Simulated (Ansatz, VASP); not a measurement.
**BaWF3: VASP beside Ansatz**

Contents of INCAR:

```
  PREC = Accurate
  ENCUT = 600
  EDIFF = 1E-7
  ISMEAR = 0
  SIGMA = 0.1
  LREAL = F
  LASPH = T
  NELM = 100
  ALGO = Normal
  ISIF = 3
  LWAVE = F
  LCHARG = F
  GGA = PE
  IBRION = 2
  NSW = 100
  EDIFFG = -0.01
```

File KPOINTS:

```
Automatic mesh
0
Gamma
  8 8 8
```

Contents of POSCAR:

```
BaWF3
1.0
    4.3801117044      0.0000000000      0.0000000000
    0.0000000000      4.3801117044      0.0000000000
    0.0000000000      0.0000000000      4.3801117044
Ba W F
1 1 3
Direct
    0.5000000000      0.5000000000      0.5000000000
    0.0000000000      0.0000000000      0.0000000000
    0.5000000000      0.0000000000      0.0000000000
    0.0000000000      0.5000000000      0.0000000000
    0.0000000000      0.0000000000      0.5000000000
```

Input for Ansatz:

```yaml
crystal:
  lattice:
    - [4.3801117044, 0.0, 0.0]
    - [0.0, 4.3801117044, 0.0]
    - [0.0, 0.0, 4.3801117044]
  atoms:
    - { symbol: Ba, position: [0.5, 0.5, 0.5] }
    - { symbol: W, position: [0.0, 0.0, 0.0] }
    - { symbol: F, position: [0.5, 0.0, 0.0] }
    - { symbol: F, position: [0.0, 0.5, 0.0] }
    - { symbol: F, position: [0.0, 0.0, 0.5] }
basis:
  ecutwfc: 420
kpoints:
  mp_grid: { grid: [8, 8, 8] }
hamiltonian:
  xc: pbe
scf:
  occupations: { method: gaussian, width: 0.1 }
output:
  forces: true
  stress: true
  eigenvalues: true
relax:
  adjacent_minimum: "off"
  f_tol: 0.01
  max_steps: 80
  cell: { stress_tol: 0.05 }
```

Alike in both runs: task relaxation of cell and atoms; functional PBE; k mesh 8 × 8 × 8; occupations gaussian, width 0.1 eV; no spin polarisation.

|  | VASP | Ansatz |
| --- | --- | --- |
| version | VASP 6.6.1 | Ansatz 0.2.0 |
| potentials or method | VASP PAW PBE potentials, release 64 (Ba_sv, W_sv, F) | scalar-relativistic, plane waves, PAW |
| plane-wave cutoff (eV) | 600 | 420 |
| valence electrons in the cell | 45 | 45 |

```tsv
	VASP	Ansatz	Ansatz less VASP
gap on the k mesh at the Fermi level, each at its own relaxed structure (eV)	none	none	-
relaxed volume (Å³/atom)	17.17	17.00	-0.169
relaxed cell length with the largest relative difference (Å)	4.411	4.396	-0.0145
energy change over the relaxation (meV/atom)	-2	-1	+1.2
```

A gap of «none» marks a metal or a gap that the smearing closes.

Caveats: an odd number of electrons without spin polarisation forces a metal; a magnetic or distorted state may lie lower. The runs have no spin-orbit coupling, so splittings on Ba, W are missing.
